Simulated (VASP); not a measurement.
These are PBEsol GGA, VASP's PBE PAW potentials (set 64) (plane waves; VASP 6.6.1) values and carry that method's errors.

Input for VASP

POSCAR:
```
Al
1.0
  4.5774128770   0.0000000000   0.0000000000
  0.0000000000   2.8243997051   0.0000000000
  0.0000000000   0.0000000000  23.5060711985
Al
4
direct
  0.5000999703   1.0000000000   0.5569003746
  0.9999000297   0.5000000000   0.5569003746
  0.4999000297   0.0000000000   0.4430996254
  0.0000999703   0.5000000000   0.4430996254
```

INCAR:
```
SYSTEM = Al
PREC = Accurate; ENCUT = 400; LREAL = .False.
LASPH = .True.
EDIFF = 1E-7; NELM = 100; ALGO = Normal
ISMEAR = -5
GGA = PS
ISIF = 2
LWAVE = .False.; LCHARG = .True.; LORBIT = 11
NEDOS = 601
LEFG = .True.
```

KPOINTS:
```
Automatic mesh
0
gamma
  8 12 1
0 0 0
```

POTCAR, in this order: Al (PBE.64 set). Program: vasp_std.

Output of the run:

OSZICAR:
```
       N       E                     dE             d eps       ncg     rms          rms(c)
DAV:   1     0.399153627225E+02    0.39915E+02   -0.31465E+03   700   0.641E+02
DAV:   2    -0.133574060079E+02   -0.53273E+02   -0.49711E+02  1122   0.107E+02
DAV:   3    -0.152106151307E+02   -0.18532E+01   -0.18028E+01   828   0.238E+01
DAV:   4    -0.152734788444E+02   -0.62864E-01   -0.61864E-01  1058   0.569E+00
DAV:   5    -0.152754750608E+02   -0.19962E-02   -0.19716E-02  1080   0.934E-01    0.326E+00
DAV:   6    -0.146734930288E+02    0.60198E+00   -0.14464E+00   738   0.456E+00    0.177E+00
DAV:   7    -0.145189317473E+02    0.15456E+00   -0.38770E-01   800   0.263E+00    0.583E-01
DAV:   8    -0.144917057043E+02    0.27226E-01   -0.42946E-02   864   0.122E+00    0.214E-01
DAV:   9    -0.144848257297E+02    0.68800E-02   -0.66708E-03   776   0.446E-01    0.769E-02
DAV:  10    -0.144840642274E+02    0.76150E-03   -0.33062E-03   774   0.251E-01    0.606E-02
DAV:  11    -0.144865870102E+02   -0.25228E-02   -0.29840E-03   728   0.236E-01    0.331E-02
DAV:  12    -0.144875506704E+02   -0.96366E-03   -0.26968E-04   762   0.965E-02    0.238E-02
DAV:  13    -0.144885371233E+02   -0.98645E-03   -0.11036E-04   726   0.580E-02    0.149E-02
DAV:  14    -0.144889416191E+02   -0.40450E-03   -0.18801E-05   758   0.245E-02    0.486E-03
DAV:  15    -0.144892052872E+02   -0.26367E-03   -0.20198E-05   720   0.195E-02    0.153E-03
DAV:  16    -0.144892850816E+02   -0.79794E-04   -0.62155E-06   742   0.100E-02    0.989E-04
DAV:  17    -0.144893026224E+02   -0.17541E-04   -0.86592E-07   716   0.402E-03    0.474E-04
DAV:  18    -0.144893072289E+02   -0.46065E-05   -0.17756E-07   702   0.219E-03    0.171E-04
DAV:  19    -0.144893088032E+02   -0.15743E-05   -0.37806E-08   674   0.111E-03    0.925E-05
DAV:  20    -0.144893089798E+02   -0.17657E-06   -0.79741E-09   562   0.671E-04    0.102E-04
DAV:  21    -0.144893094027E+02   -0.42287E-06   -0.28156E-09   576   0.325E-04    0.348E-05
DAV:  22    -0.144893096683E+02   -0.26568E-06   -0.12032E-09   556   0.234E-04    0.324E-05
DAV:  23    -0.144893095651E+02    0.10324E-06   -0.45662E-10   478   0.148E-04    0.217E-05
DAV:  24    -0.144893095976E+02   -0.32525E-07   -0.16172E-10   412   0.104E-04
   1 F= -.14489310E+02 E0= -.14489310E+02  d E =0.000000E+00
```

OUTCAR:
```
------------------------ aborting loop because EDIFF is reached ----------------------------------------
  FORCE on cell =-STRESS in cart. coord.  units (eV):
  Direction    XX          YY          ZZ          XY          YZ          ZX
  --------------------------------------------------------------------------------------
  Total        1.4007378     -1.6454706      0.1450461      0.0000000      0.0000000     -0.0000000
  in kB        7.3848407     -8.6750987      0.7646989      0.0000000      0.0000000     -0.0000000
  external PRESSURE =      -0.1751864 kB  Pullay stress =       0.0000000 kB
  volume of cell :      303.90
      direct lattice vectors                 reciprocal lattice vectors
     4.577412877  0.000000000  0.000000000     0.218464016  0.000000000  0.000000000
     0.000000000  2.824399705  0.000000000     0.000000000  0.354057536  0.000000000
     0.000000000  0.000000000 23.506071198     0.000000000  0.000000000  0.042542201
 POSITION                                       TOTAL-FORCE (eV/Angst)
 -----------------------------------------------------------------------------------
      2.28916      0.00000     13.09054        -0.006921      0.000000      0.028880
      4.57696      1.41220     13.09054         0.006921      0.000000      0.028880
      2.28825      0.00000     10.41553         0.006921      0.000000     -0.028880
      0.00046      1.41220     10.41553        -0.006921     -0.000000     -0.028880
 -----------------------------------------------------------------------------------
    total drift:                               -0.000000     -0.000000     -0.000000
  FREE ENERGIE OF THE ION-ELECTRON SYSTEM (eV)
  ---------------------------------------------------
  free  energy   TOTEN  =       -14.4893095976 eV

  energy  without entropy=      -14.4893095976  energy(sigma->0) =      -14.48930960

 total charge

# of ion       s       p       d       tot
------------------------------------------
    1        0.449   0.343   0.000   0.792
    2        0.449   0.343   0.000   0.792
    3        0.449   0.343   0.000   0.792
    4        0.449   0.343   0.000   0.792
--------------------------------------------------
tot          1.797   1.372   0.000   3.169

 Electric field gradients after diagonalization (V/A^2)
 (convention: |V_zz| > |V_xx| > |V_yy|)
----------------------------------------------------------------------
 ion       V_xx      V_yy      V_zz     asymmetry (V_yy - V_xx)/ V_zz
----------------------------------------------------------------------
   1      14.998     0.083   -15.081       0.989
   2      14.998     0.083   -15.081       0.989
   3      14.998     0.083   -15.081       0.989
   4      14.998     0.083   -15.081       0.989
```
(Selected blocks of OUTCAR.)

The cell holds a wide vacuum, so values per volume refer to the whole cell. For a metal the tetrahedron method with Blöchl corrections gives inexact stress and forces.

The cell is a sheet with vacuum, built from a generated structure.
